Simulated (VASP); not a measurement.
# InW (Pm-3m) in VASP: notebook

Runs on InW. Level: PBE. Tasks: single point, relaxation of cell and atoms.

All numbers are computed with VASP 6.6.1; they aren't measurements. Logs are shortened: lines on timing, memory, paths and dates and some standing lists are left out, and cuts for length are marked.

## 1. Starting point

It takes space group Pm-3m (No. 221, cubic). Conventional cell: a = 3.318 Å, b = 3.318 Å, c = 3.318 Å, α = 90.00°, β = 90.00°, γ = 90.00°. In (site symmetry m-3m) has 8 W at 2.87 Å as nearest neighbours. W (site symmetry m-3m) has 8 In at 2.87 Å as nearest neighbours.

The cell was built by a generator and needn't be a form met in nature.

## 2. Single point, PBE

Contents of INCAR:

```
ALGO = Fast ; EDIFF = 1E-7
ENCUT = 520 ; GGA = PE
ISIF = 2 ; ISMEAR = 0
LASPH = True ; LCHARG = True
LELF = True ; LREAL = False
LVHAR = True ; LWAVE = False
NBANDS = 20 ; NELM = 100
PREC = Accurate ; SIGMA = 0.1
```

Contents of KPOINTS:

```
k-points
0
Gamma
  16 16 16
```

Contents of POSCAR:

```
InW
1.0
    3.3176754782      0.0000000000      0.0000000000
    0.0000000000      3.3176754782      0.0000000000
    0.0000000000      0.0000000000      3.3176754782
In W
1 1
Direct
    0.0000000000      0.0000000000      0.0000000000
    0.5000000000      0.5000000000      0.5000000000
```

Potentials or basis: VASP PAW PBE potentials, release 64 (In_d, W_sv).

Launch:

```bash
cat potpaw_PBE.64/In_d/POTCAR potpaw_PBE.64/W_sv/POTCAR > POTCAR
mpirun -np 1 vasp_std > vasp.out
```

OUTCAR:

```text
EDIFF = 1E-7
   ENCUT = 520
   GGA = PE
   ISIF = 2
   ISMEAR = 0
   LASPH = True
   LREAL = False
   NELM = 100
   PREC = Accurate

 ion  position               nearest neighbor table
   1  0.000  0.000  0.000-   2 2.87   2 2.87   2 2.87   2 2.87   2 2.87   2 2.87   2 2.87   2 2.87

   2  0.500  0.500  0.500-   1 2.87   1 2.87   1 2.87   1 2.87   1 2.87   1 2.87   1 2.87   1 2.87

  LATTYP: Found a simple cubic cell.
 ALAT       =     3.3176754782

  Lattice vectors:

 A1 = (   3.3176754782,   0.0000000000,   0.0000000000)
 A2 = (   0.0000000000,   3.3176754782,   0.0000000000)
 A3 = (   0.0000000000,   0.0000000000,   3.3176754782)

Analysis of symmetry for initial positions (statically):
=====================================================================
 Subroutine PRICEL returns:
 Original cell was already a primitive cell.

 Routine SETGRP: Setting up the symmetry group for a
 simple cubic supercell.

 Subroutine GETGRP returns: Found 48 space group operations
 (whereof 48 operations were pure point group operations)
 out of a pool of 48 trial point group operations.

The static configuration has the point symmetry O_h .

Analysis of symmetry for dynamics (positions and initial velocities):
=====================================================================
 Subroutine PRICEL returns:
 Original cell was already a primitive cell.

 Routine SETGRP: Setting up the symmetry group for a
 simple cubic supercell.

 Subroutine GETGRP returns: Found 48 space group operations
 (whereof 48 operations were pure point group operations)
 out of a pool of 48 trial point group operations.

The dynamic configuration has the point symmetry O_h .

 Subroutine INISYM returns: Found 48 space group operations
 (whereof 48 operations are pure point group operations),
 and found     1 'primitive' translations

----------------------------------------------------------------------------------------

                                     Primitive cell

  volume of cell :      36.5176

  direct lattice vectors                    reciprocal lattice vectors
     3.317675478  0.000000000  0.000000000     0.301415858  0.000000000  0.000000000
     0.000000000  3.317675478  0.000000000     0.000000000  0.301415858  0.000000000
     0.000000000  0.000000000  3.317675478     0.000000000  0.000000000  0.301415858

  length of vectors
     3.317675478  3.317675478  3.317675478     0.301415858  0.301415858  0.301415858

[... 79 lines left out ...]
   NELM   =    100;   NELMIN=  2; NELMDL= -5     # of ELM steps
   EDIFF  = 0.1E-06   stopping-criterion for ELM
   LREAL  =      F    real-space projection
   EDIFFG = 0.1E-05   stopping-criterion for IOM
   NSW    =      0    number of steps for IOM
   IBRION =     -1    ionic relax: 0-MD 1-quasi-New 2-CG
   NFREE  =      0    steps in history (QN), initial steepest desc. (CG)
   ISIF   =      2    stress and relaxation
   ISYM   =      2    0-nonsym 1-usesym 2-fastsym
   POTIM  = 0.5000    time-step for ionic-motion
   TEBEG  =    0.0;   TEEND  =   0.0 temperature during run
   PSTRESS=    0.0 pullay stress
   NELECT =      27.0000    total number of electrons
   NUPDOWN=      -1.0000    fix difference up-down
   EMIN   =  10.00;   EMAX   =-10.00  energy-range for DOS
   EFERMI =   0.00;   METHOD = LEGACY
   ISMEAR =     0;   SIGMA  =   0.10  broadening in eV -4-tet -1-fermi 0-gaus
   EFERMI_NEDOS =   21; number of points for ismear=-14 and -15
   IALGO  =     68    algorithm
   IMIX   =      4    mixing-type and parameters
     AMIX     =   0.40;   BMIX     =  1.00
     AMIX_MAG =   1.60;   BMIX_MAG =  1.00
  volume/ion in A,a.u.               =      18.26       123.22
  Fermi-wavevector in a.u.,A,eV,Ry     =   1.480342  2.797442 29.815993  2.191414
  Thomas-Fermi vector in A             =   2.594388
   LORBIT       =      0    0 simple, 1 ext, 2 COOP (PROOUT), +10 PAW based schemes
   GGA     = PE    functional components
   LHFCALC =     F    Hartree Fock is set to
   AEXX    =    0.0000 exact exchange contribution
   IVDW    =     0    specifies the selected vdW correction
   LEPSILON=     F    determine dielectric tensor
   LRPA    =     F    only Hartree local field effects (RPA)
 non-spin polarized calculation
 RMM-DIIS sequential band-by-band and
 Gauss-broadening in eV      SIGMA  =   0.10
  energy-cutoff  :      520.00
  volume of cell :       36.52
 maximum number of plane-waves:      1021
 NGX is ok and might be reduce to    28

 number of electron      27.0000005 magnetization

 Free energy of the ion-electron system (eV)
  ---------------------------------------------------
  ext. energy  EPLUGINS =         0.00000000
  ---------------------------------------------------
  free energy    TOTEN  =       -13.55967404 eV

  energy without entropy =      -13.55102869  energy(sigma->0) =      -13.55535137

 E-fermi :  10.5407     XC(G=0): -12.4713

 val. band max:       10.5402562242   @ k =   0.5000   0.2500   0.2500
 cond. band min:      10.5418059647   @ k =   0.4375   0.3125   0.3125
 fundamental gap:      0.0015497405
 Fermi energy:        10.5406986910

 k-point     1 :       0.0000    0.0000    0.0000
  band No.  band energies     occupation
      1     -63.4487      2.00000
      2     -27.5924      2.00000
      3     -27.5924      2.00000
      4     -27.5924      2.00000
      5      -4.0171      2.00000
      6      -4.0171      2.00000
[... 541 lines left out ...]
     19      20.2069      0.00000
     20      21.9196      0.00000

 [... further k-points ...]

------------------------ aborting loop because EDIFF is reached ----------------------------------------

  FORCE on cell =-STRESS in cart. coord.  units (eV):
  Direction    XX          YY          ZZ          XY          YZ          ZX
  --------------------------------------------------------------------------------------
  -------------------------------------------------------------------------------------
  Total        0.0278284      0.0278284      0.0278284     -0.0000000     -0.0000000     -0.0000000
  in kB        1.2209461      1.2209461      1.2209461     -0.0000000     -0.0000000     -0.0000000
  external PRESSURE =       1.2209461 kB  Pullay stress =       0.0000000 kB

 VOLUME and BASIS-vectors are now :
 -----------------------------------------------------------------------------
  energy-cutoff  :      520.00
  volume of cell :       36.52
      direct lattice vectors                 reciprocal lattice vectors
     3.317675478  0.000000000  0.000000000     0.301415858  0.000000000  0.000000000
     0.000000000  3.317675478  0.000000000     0.000000000  0.301415858  0.000000000
     0.000000000  0.000000000  3.317675478     0.000000000  0.000000000  0.301415858

 POSITION                                       TOTAL-FORCE (eV/Angst)
 -----------------------------------------------------------------------------------
      0.00000      0.00000      0.00000         0.000000      0.000000      0.000000
      1.65884      1.65884      1.65884         0.000000      0.000000      0.000000
 -----------------------------------------------------------------------------------
    total drift:                               -0.000000      0.000000      0.000000

  FREE ENERGIE OF THE ION-ELECTRON SYSTEM (eV)
  ---------------------------------------------------
  free  energy   TOTEN  =       -13.5596740435 eV

  energy  without entropy=      -13.5510286913  energy(sigma->0) =      -13.55535137
```

stdout:

```text
POSCAR found type information on POSCAR InW
 POSCAR found :  2 types and       2 ions
 scaLAPACK will be used
 LDA part: xc-table for (Slater+PW92), standard interpolation
 POSCAR, INCAR and KPOINTS ok, starting setup
 FFT: planning ... GRIDC
 FFT: planning ... GRID_SOFT
 FFT: planning ... GRID
 WAVECAR not read
 entering main loop
WARNING in EDDRMM: call to ZHEGV failed, returncode =   6  3     19
WARNING in EDDRMM: call to ZHEGV failed, returncode =   8  4     19
WARNING in EDDRMM: call to ZHEGV failed, returncode =   8  4     18
WARNING in EDDRMM: call to ZHEGV failed, returncode =   8  4     20
 num prob  num prob  num prob  num prob WARNING in EDDRMM: call to ZHEGV failed, returncode =   8  4     19
 num prob RMM:  18    -0.135596740435E+02   -0.15634E-07   -0.21070E-07  4966   0.362E-03
```

Wall time 75 s (1 thread of Intel Xeon 6975P-C (Granite Rapids), shared host); peak memory 0.25 GiB.

What came out:

- Free energy: -13.5597 eV
- Pressure: 0.1 GPa
- Band gap on the k mesh: none (metal or under the smearing width)

The run has no spin-orbit coupling, so splittings on W are missing.

## 3. Relaxation of cell and atoms, PBE

Contents of INCAR:

```
SYSTEM = InW
PREC     = Accurate       ! precision mode
ENCUT    = 600            ! plane-wave cutoff, eV
EDIFF    = 1E-6           ! SCF threshold, eV
ISMEAR   = 0              ! smearing method
SIGMA    = 0.1            ! smearing width, eV
LREAL    = .FALSE.        ! projectors in reciprocal space
LASPH    = .TRUE.         ! aspherical terms in the spheres
NELM     = 100            ! most SCF steps
ALGO     = Fast           ! electronic algorithm
ISIF     = 3              ! what is computed and relaxed
LWAVE    = .FALSE.        ! write WAVECAR
LCHARG   = .FALSE.        ! write CHGCAR
GGA      = PE             ! functional
IBRION   = 2              ! ionic algorithm
NSW      = 100            ! ionic steps
EDIFFG   = -0.01          ! ionic threshold
```

Contents of KPOINTS:

```
Automatic mesh
0
G
  16 16 16
  0 0 0
```

Contents of POSCAR:

```
InW
1.0
    3.3196693716      0.0000000000      0.0000000000
    0.0000000000      3.3196693716      0.0000000000
    0.0000000000      0.0000000000      3.3196693716
In W
1 1
Direct
    0.0000000000      0.0000000000      0.0000000000
    0.5000000000      0.5000000000      0.5000000000
```

Potentials or basis: VASP PAW PBE potentials, release 64 (In_d, W_sv).

Launch:

```bash
cat potpaw_PBE.64/In_d/POTCAR potpaw_PBE.64/W_sv/POTCAR > POTCAR
mpirun -np 1 vasp_std > vasp.out
```

It took 97 s on 1 thread of Intel Xeon 6975P-C (Granite Rapids), shared host; peak memory 0.27 GiB.

Results (log left out):

```
Free energy                            : -13.5599 eV
Relaxed volume                         : 18.28 Å³/atom
Relaxed cell                           : a = 3.319 Å, b = 3.319 Å, c = 3.319 Å, α = 90.00°, β = 90.00°, γ = 90.00°
Space group after relaxing (to 0.05 Å) : Pm-3m (No. 221)
Energy gained by relaxing              : 0.0 meV/atom
Ionic steps                            : 3
Pressure after relaxing                : 0.1 GPa
Band gap on the k mesh                 : none (metal or under the smearing width)
```

Final structure:
```
In W
1.0
     3.31893    0.00000    0.00000
     0.00000    3.31893    0.00000
     0.00000    0.00000    3.31893
In W
1 1
Direct
  0.00000 0.00000 0.00000
  0.50000 0.50000 0.50000
```

Levels at points of the mesh, in eV from the Fermi level:
```tsv
k point	band 12	band 13	band 14	band 15	band 16	band 17
(0.00, 0.00, 0.00)	-2.22	1.43	1.43	1.43	4.08	4.08
(0.50, 0.00, 0.00)	-2.10	-1.04	-1.04	1.32	2.73	8.81
(0.50, 0.50, 0.00)	-2.19	-2.19	0.32	0.32	2.69	4.18
(0.50, 0.50, 0.50)	-4.14	-0.58	2.81	2.81	4.01	4.01
```

## 4. Single point, PBE

This run uses another cell than the first one: it holds 4 atoms, not 2.

Contents of INCAR:

```
SYSTEM = InW
ALGO = Fast
EDIFF = 1E-6
ENCUT = 520
GGA = PE
ISIF = 2
ISMEAR = 0
LASPH = .True.
LCHARG = .False.
LREAL = .False.
LWAVE = .False.
NBANDS = 35
NELM = 100
PREC = Accurate
SIGMA = 0.1
```

Contents of KPOINTS:

```
k-points
0
Gamma
  6 6 2
  0 0 0
```

Contents of POSCAR:

```
InW
1.0
    2.2868735208     -2.2843055084     -0.2054097166
    2.2868735208      2.2843055084     -0.2054097166
   -1.6579288173      0.0000000000      8.2668555358
In W
2 2
Direct
    0.9150705866      0.9150705866      0.8202259884
    0.0849294134      0.0849294134      0.1797740116
    0.2863056632      0.2863056632      0.5806461012
    0.7136943368      0.7136943368      0.4193538988
```

Launch:

```bash
cat potpaw_PBE.64/In_d/POTCAR potpaw_PBE.64/W_sv/POTCAR > POTCAR
mpirun -np 1 vasp_std > vasp.out
```

Wall time 38 s (1 thread of Intel Xeon 6975P-C (Granite Rapids), shared host); peak memory 0.22 GiB.

Results (log left out):

```yaml
Free_energy: -29.5173 eV
Pressure: 0.1 GPa
Largest_force: 0.038 eV/Å
Band_gap_on_the_k_mesh: none (metal or under the smearing width)
```

Forces in eV/Å, atoms in the order of the input:
```
In  -0.001  0.000 -0.001
In   0.001  0.000  0.001
W    0.035  0.000  0.015
W   -0.035  0.000 -0.015
```

Stress tensor (GPa, compression positive):
```
 0.07  0.00 -0.05
 0.00  0.19  0.00
-0.05  0.00 -0.01
```

Levels at points of the mesh, in eV from the Fermi level:
```
           k point  band 24  band 25  band 26  band 27  band 28  band 29  band 30  band 31
(0.00, 0.00, 0.00)    -0.54    -0.15    -0.01     0.03     0.93     1.21     1.23     3.93
(0.50, 0.00, 0.00)    -2.34    -1.81    -1.75    -0.80     0.82     1.85     2.40     3.44
(0.50, 0.50, 0.00)    -1.82    -1.32    -0.47     0.10     1.25     1.34     2.00     2.67
(0.00, 0.00, 0.50)    -0.62    -0.54    -0.17    -0.02     0.93     1.28     1.30     3.05
(0.50, 0.00, 0.50)    -2.29    -1.81    -1.75    -0.90     0.95     1.63     2.52     3.17
(0.50, 0.50, 0.50)    -1.86    -1.30    -0.53     0.18     1.18     1.33     2.01     2.72
```

Caveat: the k mesh is coarse (spacing up to 0.39 Å⁻¹), so the values aren't converged. Spin-orbit coupling is left out, which matters for the levels of W.

## 5. Overview

| task | cell | k mesh | cutoff (eV) | mesh quality | gap on the mesh (eV) | pressure (GPa) |
| --- | --- | --- | --- | --- | --- | --- |
| single point | Pm-3m, 18.26 Å³/atom | 16 × 16 × 16 | 520 | not flagged | none | 0.1 |
| relaxation of cell and atoms | relaxed | 16 × 16 × 16 | 600 | not flagged | none | 0.1 |
| single point | C2/m, 21.2 Å³/atom | 6 × 6 × 2 | 520 | coarse | none | 0.1 |

Alike in all rows: level PBE; potentials or basis VASP PAW PBE potentials, release 64 (In_d, W_sv); no spin polarisation; smearing gaussian 0.1 eV.

Caveats: some runs use coarse meshes.

Absolute energies hang on the potentials; compare differences alone.
